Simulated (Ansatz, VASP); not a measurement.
# Cross-check of AlN between VASP and Ansatz, part 2 of 2

Aim: how closely do two programs agree when they are given the same cell, functional and k mesh? The cell is taken from a series of runs on this material, whose earlier steps may have relaxed, scaled, displaced or heated it; both programs get it as it stands.

VASP 6.6.1 and Ansatz 0.2.0.

So far: The structure; Ansatz: single point, HF with an exact-exchange share of 1.

## 3. VASP: single point, HF with an exact-exchange share of 1

Level of this step: HF; plane waves and PAW (Al, N) (VASP).

The same cell, functional and mesh now go to VASP, with its own data sets.

Lines of VASP's logs that name or quote its potential files are left out, and so is its time.

The run reads the wave functions of an earlier VASP run, which isn't shown here.

Contents of INCAR:

```
SYSTEM = AlN
PREC = Accurate
ENCUT = 520
EDIFF = 1E-06
NELM = 100
ISMEAR = 0
SIGMA = 0.01
LREAL = .FALSE.
ALGO = Normal
LHFCALC = .TRUE.
AEXX = 1
GGA = PE
ALDAC = 0
AGGAC = 0
LASPH = .TRUE.
NBANDS = 14
PRECFOCK = Fast
LORBIT = 11
LWAVE = .FALSE.
LCHARG = .FALSE.
ISIF = 2
```

Contents of POSCAR:

```
AlN
1.0
    3.1130000000      0.0000000000      0.0000000000
   -1.5565000000      2.6959370820      0.0000000000
    0.0000000000      0.0000000000      4.9810000000
Al N
2 2
Direct
    0.3333333333      0.6666666667      0.0000000000
    0.6666666667      0.3333333333      0.5000000000
    0.3333333333      0.6666666667      0.3800000000
    0.6666666667      0.3333333333      0.8800000000
```

Contents of KPOINTS:

```
Automatic mesh
0
Gamma
6 6 2
0 0 0
```

Potentials, in the order of the species: Al and N (PBE family, release 64).

Launch:

```
$ export OMP_NUM_THREADS=3
$ mpirun -np 1 vasp_std
```

Numbers of over 12 decimals in the logs are rounded to 6 here.

What it wrote:

```text
[banner, memory and clock lines left out]
running    1 mpi-ranks, on    1 nodes
 distrk:  each k-point on    1 cores,    1 groups
 distr:  one band on    1 cores,    1 groups
 Offloading initialized ...    1 GPUs detected
 POSCAR found type information on POSCAR AlN
 POSCAR found :  2 types and       4 ions
 LDA part: xc-table for (Slater+PW92), standard interpolation
 found WAVECAR, reading the header
 POSCAR, INCAR and KPOINTS ok, starting setup
 FFT: planning ... GRIDC
 FFT: planning ... GRID_SOFT
 FFT: planning ... GRID
 reading WAVECAR
 the WAVECAR file was read successfully
 initial charge from wavefunction
 entering main loop
       N       E                     dE             d eps       ncg     rms          rms(c)
DAV:   1    -0.535842809441E+02   -0.53584E+02   -0.18182E+01   760   0.250E+01    0.328E+02
DAV:   2    -0.546899534246E+02   -0.11057E+01   -0.16131E+00   458   0.883E+00    0.529E+02
DAV:   3    -0.548840749607E+02   -0.19412E+00   -0.33150E-01   482   0.419E+00    0.508E+02
DAV:   4    -0.548944281807E+02   -0.10353E-01   -0.41710E-02   476   0.158E+00    0.387E+02
DAV:   5    -0.548798137614E+02    0.14614E-01   -0.54471E-03   488   0.626E-01    0.256E+02
DAV:   6    -0.548714160334E+02    0.83977E-02   -0.21012E-03   488   0.372E-01    0.154E+02
DAV:   7    -0.548686381348E+02    0.27779E-02   -0.14736E-03   494   0.312E-01    0.832E+01
DAV:   8    -0.548680642679E+02    0.57387E-03   -0.83275E-04   590   0.240E-01    0.396E+01
DAV:   9    -0.548680570865E+02    0.71814E-05   -0.29940E-04   602   0.160E-01    0.159E+01
DAV:  10    -0.548681160018E+02   -0.58915E-04   -0.11250E-04   532   0.108E-01    0.450E+00
DAV:  11    -0.548681457449E+02   -0.29743E-04   -0.62124E-05   506   0.639E-02    0.473E-01
DAV:  12    -0.548681520332E+02   -0.62883E-05   -0.17015E-05   506   0.304E-02    0.184E+00
DAV:  13    -0.548681515640E+02    0.46921E-06   -0.56360E-06   482   0.161E-02
   1 F= -.54868152E+02 E0= -.54868152E+02  d E =-.529360E-14
```

From OUTCAR (step 3):

```text
ion  position               nearest neighbor table
   1  0.333  0.667  0.000-   3 1.89   4 1.89   4 1.89   4 1.89   2 3.07   2 3.07   2 3.07   2 3.07
                             2 3.07   2 3.07
   2  0.667  0.333  0.500-   4 1.89   3 1.89   3 1.89   3 1.89   1 3.07   1 3.07   1 3.07   1 3.07
                             1 3.07   1 3.07
   3  0.333  0.667  0.380-   1 1.89   2 1.89   2 1.89   2 1.89
   4  0.667  0.333  0.880-   2 1.89   1 1.89   1 1.89   1 1.89

  LATTYP: Found a hexagonal cell.
 ALAT       =     3.1130000000
 C/A-ratio  =     1.6000642467

 Subroutine GETGRP returns: Found 12 space group operations
 (whereof  6 operations were pure point group operations)

The static configuration has the point symmetry C_3v.
 The point group associated with its full space group is C_6v.

 Found     14 irreducible k-points:

   k-points           NKPTS =     14   k-points in BZ     NKDIM =     72   number of bands    NBANDS=     14

   dimension x,y,z NGX =    24 NGY =   24 NGZ =   40
   dimension x,y,z NGXF=    48 NGYF=   48 NGZF=   80

   ENCUT  =  520.0 eV  38.22 Ry    6.18 a.u.   5.79  5.79  9.26*2*pi/ulx,y,z

   NELECT =      16.0000    total number of electrons

 k-points in reciprocal lattice and weights: Automatic mesh
   0.00000000  0.00000000  0.00000000       0.014
   0.16666667  0.00000000  0.00000000       0.083
   0.33333333  0.00000000  0.00000000       0.083
   0.50000000  0.00000000  0.00000000       0.042
   0.16666667  0.16666667  0.00000000       0.083
   0.33333333  0.16666667  0.00000000       0.167
   0.33333333  0.33333333  0.00000000       0.028
   0.00000000  0.00000000  0.50000000       0.014
   0.16666667  0.00000000  0.50000000       0.083
[...]
0.33333333  0.16666667  0.50000000       0.167
   0.33333333  0.33333333  0.50000000       0.028

  exchange ACFDT corr.  =         0.00000000  see jH, gK, PRB 81, 115126

 average (electrostatic) potential at core
       1 -51.7588       2 -51.7588       3 -36.9817       4 -36.9817

 E-fermi :   2.0091

 k-point     1 :       0.0000    0.0000    0.0000
  band No.  band energies     occupation
    ...
      4       0.9260      2.00000
      5       0.9260      2.00000
      6       1.8236      2.00000
      7       1.8236      2.00000
      8       1.9607      2.00000
      9      14.3830      0.00000
     10      15.8464      0.00000
     11      21.2016      0.00000
     12      22.5507      0.00000
     13      23.3459      0.00000
    ...

 k-point     2 :       0.1667    0.0000    0.0000
  band No.  band energies     occupation
    ...
      4      -0.9647      2.00000
      5       0.1321      2.00000
      6       0.4220      2.00000
      7       1.6948      2.00000
      8       1.7337      2.00000
      9      15.9189      0.00000
     10      17.0406      0.00000
     11      19.8492      0.00000
     12      21.3813      0.00000
     13      22.4836      0.00000
    ...

 k-point     3 :       0.3333    0.0000    0.0000
  band No.  band energies     occupation
    ...
      4      -3.5665      2.00000
      5      -2.5317      2.00000
      6      -0.3611      2.00000
      7       0.8535      2.00000
      8       1.3249      2.00000
      9      16.4602      0.00000
     10      17.4426      0.00000
     11      18.3062      0.00000
     12      20.2263      0.00000
     13      22.2551      0.00000
    ...

  Total       -1.0213706     -1.0213706     -0.1839328      0.0000000      0.0000000     -0.0000000
  in kB      -39.1461034    -39.1461034     -7.0495972      0.0000000      0.0000000     -0.0000000
  external PRESSURE =     -28.4472680 kB  Pullay stress =       0.0000000 kB

  energy-cutoff  :      520.00
  volume of cell :       41.80
      direct lattice vectors                 reciprocal lattice vectors
     3.113000000  0.000000000  0.000000000     0.321233537  0.185464269 -0.000000000
    -1.556500000  2.695937082  0.000000000     0.000000000  0.370928538  0.000000000
     0.000000000  0.000000000  4.981000000     0.000000000 -0.000000000  0.200762899

 POSITION                                       TOTAL-FORCE (eV/Angst)
 -----------------------------------------------------------------------------------
     -0.00000      1.79729      0.00000        -0.000000     -0.000000     -0.073878
      1.55650      0.89865      2.49050         0.000000     -0.000000     -0.073878
     -0.00000      1.79729      1.89278        -0.000000      0.000000      0.073878
      1.55650      0.89865      4.38328         0.000000     -0.000000      0.073878
 -----------------------------------------------------------------------------------
    total drift:                               -0.000000     -0.000000     -0.000831

  FREE ENERGIE OF THE ION-ELECTRON SYSTEM (eV)
  ---------------------------------------------------
  free  energy   TOTEN  =       -54.8681515640 eV

  energy  without entropy=      -54.8681515640  energy(sigma->0) =      -54.86815156

 total charge
# of ion       s       p       d       tot
------------------------------------------
    1        1.846   0.493   0.000   2.339
    2        1.846   0.493   0.000   2.339
    3        1.229   2.676   0.000   3.905
    4        1.229   2.676   0.000   3.905
--------------------------------------------------
tot          6.150   6.337   0.000  12.487

[... 3 further parts left out ...]
```

The run ends at a pressure of -2.84 GPa, with forces up to 0.074 eV/Å.

## 4. Comparison

Known differences besides the potentials themselves: exact exchange at q = 0 is treated differently, which shows on coarse meshes; VASP keeps PBE cores, Ansatz makes them for the functional; fixed occupations in Ansatz, narrow Gaussian smearing in VASP; the cutoff is 420 eV in Ansatz and 520 eV in VASP; VASP takes a coarser grid for exact exchange (PRECFOCK = Fast). Total energies have different zeros and are not compared.

Both answers:

```tsv
quantity	Ansatz	VASP	difference
gap on the k mesh (eV)	13.562	12.422	+1.139
```

A gap on the mesh is an upper bound, since the band edges may lie between its points.

## 5. Results

```json
{"difference in gap on the k mesh (single point, HF with an exact-exchange share of 1)": "1.1 eV"}
```

The difference in gap on the k mesh is 1.1 eV (single point, HF with an exact-exchange share of 1), beyond the 0.08 eV picked in this series as the mark of a large difference. What causes the difference of the single point, HF with an exact-exchange share of 1 pair stays open here. How closely two codes agree says nothing of how well the functional describes the real material.

[Lines on the potential files, build, host, timing and source positions are cut from VASP's logs without a mark.]

[Logs are printed without paths, hosts, clocks, repeated set-up lines and the standing remarks that a program may print on its own settings, such as how far it seeks lower states.]

[Hosts, paths, dates, database ids (printed as entryN), source tags and the programs' standing remarks are cut or masked in the printed files.]
